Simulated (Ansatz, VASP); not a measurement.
# Ni (Nickel) in two plane-wave programs

Aim: how closely do two programs agree when they are given the same cell, functional and k mesh? The cell is taken from a series of VASP runs on this material, whose earlier steps may have relaxed, scaled or displaced it; both programs get it as it stands.

Main program and level: Ansatz 0.2.0; plane waves, with VASP 6.6.1 beside it; relaxation of cell and atoms at RPBE.

## 1. The starting structure

It takes space group Fm-3m (No. 225, cubic). The conventional cell has a = 3.559 Å, b = 3.559 Å, c = 3.559 Å, α = 90.00°, β = 90.00°, γ = 90.00°. Nearest to Ni lie 12 Ni at 2.52 Å.

Coordinates:

```xyz
1
Lattice="0.0000 1.7794 1.7794 1.7794 0.0000 1.7794 1.7794 1.7794 0.0000" Properties=species:S:1:pos:R:3 pbc="T T T"
Ni    0.0000    0.0000    0.0000
```

## 2. VASP: relaxation of cell and atoms, RPBE

The relaxed volume is the usual yardstick between codes: its relative difference is about their pressure difference at one cell divided by the bulk modulus.

Lines of VASP's logs that name or quote its potential files are left out, and so is its time.

INCAR reads:

```
SYSTEM = Ni
PREC = Accurate
ENCUT = 450
EDIFF = 1E-06
NELM = 100
ISMEAR = 1
SIGMA = 0.15
LREAL = .FALSE.
ALGO = Normal
GGA = RP
NBANDS = 11
ISPIN = 2
MAGMOM = 1
LMAXMIX = 4
LORBIT = 11
LWAVE = .FALSE.
LCHARG = .FALSE.
KPAR = 4
IBRION = 2
NSW = 50
ISIF = 3
EDIFFG = -0.006
```

POSCAR reads:

```
Ni
1.0
    0.0000000000      1.7794466792      1.7794466792
    1.7794466792      0.0000000000      1.7794466792
    1.7794466792      1.7794466792      0.0000000000
Ni
1
Direct
    0.0000000000      0.0000000000      0.0000000000
```

KPOINTS reads:

```
Automatic mesh
0
Gamma
22 22 22
0 0 0
```

Potentials, in the order of the species: Ni (PBE family, release 64).

Launch:

```bash
$ mpirun -np 4 vasp_std
```

Numbers of over 12 decimals in the logs are rounded to 6 here.

Log:

```text
[banner, memory and clock lines left out]
running    4 mpi-ranks, on    1 nodes
 distrk:  each k-point on    1 cores,    4 groups
 distr:  one band on    1 cores,    1 groups

 POSCAR found type information on POSCAR Ni
 POSCAR found :  1 types and       1 ions
|                                                                             |
|               ----> ADVICE to this user running VASP <----                  |
|                                                                             |
|     You enforced a specific xc type in the INCAR file but a different       |
|     [... a line on the potential file left out ...]
|     I HOPE YOU KNOW WHAT YOU ARE DOING!                                     |
|                                                                             |

 LDA part: xc-table for (Slater+PW92), standard interpolation
 POSCAR, INCAR and KPOINTS ok, starting setup
 FFT: planning ... GRIDC
 FFT: planning ... GRID_SOFT
 FFT: planning ... GRID
 WAVECAR not read
 entering main loop
       N       E                     dE             d eps       ncg     rms          rms(c)
DAV:   1     0.266810780185E+02    0.26681E+02   -0.42355E+03 14989   0.103E+03
DAV:   2    -0.505048581766E+01   -0.31732E+02   -0.29912E+02 15013   0.159E+02
DAV:   3    -0.586541359117E+01   -0.81493E+00   -0.81045E+00 16283   0.301E+01
DAV:   4    -0.587225190243E+01   -0.68383E-02   -0.68364E-02 16097   0.243E+00
DAV:   5    -0.587239827423E+01   -0.14637E-03   -0.14637E-03 16479   0.341E-01    0.933E+00
DAV:   6    -0.529398132949E+01    0.57842E+00   -0.14325E+01 17207   0.530E+01    0.622E+00
DAV:   7    -0.496476328103E+01    0.32922E+00   -0.26292E+00 17043   0.210E+01    0.187E+00
DAV:   8    -0.495200111134E+01    0.12762E-01   -0.15425E-02 19242   0.125E+00    0.979E-01
DAV:   9    -0.494958199671E+01    0.24191E-02   -0.22051E-03 20481   0.422E-01    0.239E-01
DAV:  10    -0.494914655387E+01    0.43544E-03   -0.56066E-04 19727   0.187E-01    0.301E-02
DAV:  11    -0.494914614492E+01    0.40895E-06   -0.26642E-05 17834   0.400E-02    0.343E-02
DAV:  12    -0.494914536638E+01    0.77853E-06   -0.11588E-06 10988   0.108E-02
   1 F= -.49491454E+01 E0= -.49491240E+01  d E =-.494915E+01  mag=     0.6485
 curvature:   0.00 expect dE= 0.000E+00 dE for cont linesearch  0.000E+00
 trial: gam= 0.00000 g(F)=  0.125E-63 g(S)=  0.752E-03 ort = 0.000E+00 (trialstep = 0.100E+01)
 search vector abs. value=  0.752E-03
 bond charge predicted
       N       E                     dE             d eps       ncg     rms          rms(c)
DAV:   1    -0.496975888734E+01   -0.20613E-01   -0.28816E-01 16901   0.788E+00    0.122E+00
DAV:   2    -0.495687863527E+01    0.12880E-01   -0.30685E-01 17207   0.721E+00    0.730E-01
DAV:   3    -0.494964323970E+01    0.72354E-02   -0.50171E-02 17012   0.302E+00    0.189E-01
DAV:   4    -0.494929701562E+01    0.34622E-03   -0.20998E-04 15838   0.117E-01    0.110E-01
DAV:   5    -0.494922280191E+01    0.74214E-04   -0.12904E-04 19726   0.750E-02    0.220E-02
DAV:   6    -0.494922425099E+01   -0.14491E-05   -0.58489E-06 12227   0.164E-02    0.115E-02
DAV:   7    -0.494922285562E+01    0.13954E-05   -0.16077E-06  8669   0.187E-02    0.188E-03
DAV:   8    -0.494922272123E+01    0.13439E-06   -0.48445E-08  7513   0.211E-03
   2 F= -.49492227E+01 E0= -.49492197E+01  d E =-.773548E-04  mag=     0.6477
 trial-energy change:   -0.000077  1 .order   -0.000062   -0.000752    0.000629
 step:   0.5615(harm=  0.5447)  dis= 0.00000  next Energy=    -4.949359 (dE=-0.214E-03)
 bond charge predicted
       N       E                     dE             d eps       ncg     rms          rms(c)
DAV:   1    -0.495330863067E+01   -0.40858E-02   -0.55660E-02 16904   0.349E+00    0.535E-01
DAV:   2    -0.495080979331E+01    0.24988E-02   -0.59282E-02 17267   0.312E+00    0.316E-01
DAV:   3    -0.494943753289E+01    0.13723E-02   -0.95490E-03 16979   0.133E+00    0.851E-02
DAV:   4    -0.494936880176E+01    0.68731E-04   -0.46795E-05 16267   0.519E-02    0.483E-02
DAV:   5    -0.494935639103E+01    0.12411E-04   -0.26847E-05 19769   0.343E-02    0.907E-03
DAV:   6    -0.494935751266E+01   -0.11216E-05   -0.40814E-07  7835   0.519E-03    0.493E-03
DAV:   7    -0.494935828082E+01   -0.76816E-06   -0.19413E-07  7450   0.698E-03
   3 F= -.49493583E+01 E0= -.49493476E+01  d E =-.212914E-03  mag=     0.6481
 curvature:  -0.27 expect dE=-0.290E-06 dE for cont linesearch -0.290E-06
 trial: gam= 0.00000 g(F)=  0.925E-64 g(S)=  0.107E-05 ort =-0.283E-04 (trialstep = 0.912E+00)
 search vector abs. value=  0.107E-05
 reached required accuracy - stopping structural energy minimisation
```

OUTCAR, selected parts (step 2):

```text
ion  position               nearest neighbor table
   1  0.000  0.000  0.000-

  LATTYP: Found a face centered cubic cell.
 ALAT       =     3.5588933584

 Subroutine GETGRP returns: Found 48 space group operations
 (whereof 48 operations were pure point group operations)

The static configuration has the point symmetry O_h .

 Found    328 irreducible k-points:

   k-points           NKPTS =    328   k-points in BZ     NKDIM =    328   number of bands    NBANDS=     11

   dimension x,y,z NGX =    18 NGY =   18 NGZ =   18
   dimension x,y,z NGXF=    36 NGYF=   36 NGZF=   36

   ENCUT  =  450.0 eV  33.07 Ry    5.75 a.u.   4.35  4.35  4.35*2*pi/ulx,y,z

   NELECT =      10.0000    total number of electrons

 k-points in reciprocal lattice and weights: Automatic mesh
   0.00000000  0.00000000  0.00000000       0.000
   0.04545455  0.00000000  0.00000000       0.001
   0.09090909  0.00000000  0.00000000       0.001
   0.13636364  0.00000000  0.00000000       0.001
   0.18181818  0.00000000  0.00000000       0.001
   0.22727273  0.00000000  0.00000000       0.001
   0.27272727  0.00000000  0.00000000       0.001
   0.31818182  0.00000000  0.00000000       0.001
   0.36363636  0.00000000  0.00000000       0.001
[...]
-0.27272727  0.45454545  0.22727273       0.002
  -0.27272727  0.50000000  0.22727273       0.001

 average (electrostatic) potential at core
       1 -82.4023

 E-fermi :   9.1312

 spin component 1
 k-point     1 :       0.0000    0.0000    0.0000
  band No.  band energies     occupation
    ...
      2       6.7397      1.00000
      3       6.7397      1.00000
      4       6.7397      1.00000
      5       7.8524      1.00000
      6       7.8524      1.00000
      7      32.5562      0.00000
      8      36.2583      0.00000
      9      36.2583      0.00000
     10      36.2583      0.00000
     11      39.0955      0.00000

 k-point     2 :       0.0455    0.0000    0.0000
  band No.  band energies     occupation
    ...
      2       6.7198      1.00000
      3       6.7572      1.00000
      4       6.7572      1.00000
      5       7.8449      1.00000
      6       7.8449      1.00000
      7      32.3115      0.00000
      8      35.0690      0.00000
      9      36.0447      0.00000
     10      36.0447      0.00000
     11      39.4042      0.00000

 k-point     3 :       0.0909    0.0000    0.0000
  band No.  band energies     occupation
    ...
      2       6.6639      1.00000
      3       6.8054      1.00000
      4       6.8054      1.00000
      5       7.8265      1.00000
      6       7.8265      1.00000
      7      31.1174      0.00000
      8      33.8751      0.00000
      9      35.5841      0.00000
     10      35.5841      0.00000
     11      40.1157      0.00000

 k-point     4 :       0.1364    0.0000    0.0000
  band No.  band energies     occupation
    ...
      2       6.5839      1.00000
      3       6.8708      1.00000
      4       6.8708      1.00000
      5       7.8098      1.00000
      6       7.8098      1.00000
      7      29.0074      0.00000
      8      33.4468      0.00000
      9      35.0851      0.00000
     10      35.0852      0.00000
     11      40.2906      0.00000

 k-point     5 :       0.1818    0.0000    0.0000
  band No.  band energies     occupation
    ...
      2       6.4998      1.00000
      3       6.9304      1.00000
      4       6.9304      1.00000
      5       7.8168      1.00000
      6       7.8168      1.00000
      7      26.6875      0.00000
      8      33.1592      0.00000
      9      34.6299      0.00000
     10      34.6299      0.00000
     11      40.3010      0.00000

 k-point     6 :       0.2273    0.0000    0.0000
  band No.  band energies     occupation
    ...
      2       6.4434      1.00000
      3       6.9581      1.00000
      4       6.9581      1.00000
      5       7.8702      1.00000
      6       7.8702      1.00000
      7      24.3829      0.00000
      8      32.8154      0.00000
      9      34.2436      0.00000
     10      34.2436      0.00000
     11      40.1420      0.00000

  Total        0.0027143      0.0027143      0.0027143     -0.0000000     -0.0000000      0.0000000
  in kB        0.3881715      0.3881715      0.3881715     -0.0000000     -0.0000000      0.0000000
  external PRESSURE =       0.3881715 kB  Pullay stress =       0.0000000 kB

  energy-cutoff  :      450.00
  volume of cell :       11.20
      direct lattice vectors                 reciprocal lattice vectors
     0.000000000  1.775972607  1.775972607    -0.281535874  0.281535874  0.281535874
     1.775972607  0.000000000  1.775972607     0.281535874 -0.281535874  0.281535874
     1.775972607  1.775972607  0.000000000     0.281535874  0.281535874 -0.281535874

 POSITION                                       TOTAL-FORCE (eV/Angst)
 -----------------------------------------------------------------------------------
      0.00000      0.00000      0.00000         0.000000     -0.000000     -0.000000
 -----------------------------------------------------------------------------------
    total drift:                               -0.000000     -0.000000     -0.000000

  FREE ENERGIE OF THE ION-ELECTRON SYSTEM (eV)
  ---------------------------------------------------
  free  energy   TOTEN  =        -4.9493582808 eV

  energy  without entropy=       -4.9493260974  energy(sigma->0) =       -4.94934755

 reached required accuracy - stopping structural energy minimisation

 total charge
# of ion       s       p       d       tot
------------------------------------------
    1        0.484   0.472   8.296   9.252

 magnetization (x)
# of ion       s       p       d       tot
------------------------------------------
    1       -0.007  -0.027   0.698   0.664

[... 6 further parts left out ...]
```

[end of part 1 of 2]

[Lines on the potential files, build, host, timing and source positions are cut from VASP's logs without a mark.]

[Logs are printed without paths, hosts, clocks, repeated set-up lines and the standing remarks that a program may print on its own settings, such as how far it seeks lower states.]

[Hosts, paths, dates, database ids (printed as entryN), source tags and the programs' standing remarks are cut or masked in the printed files.]
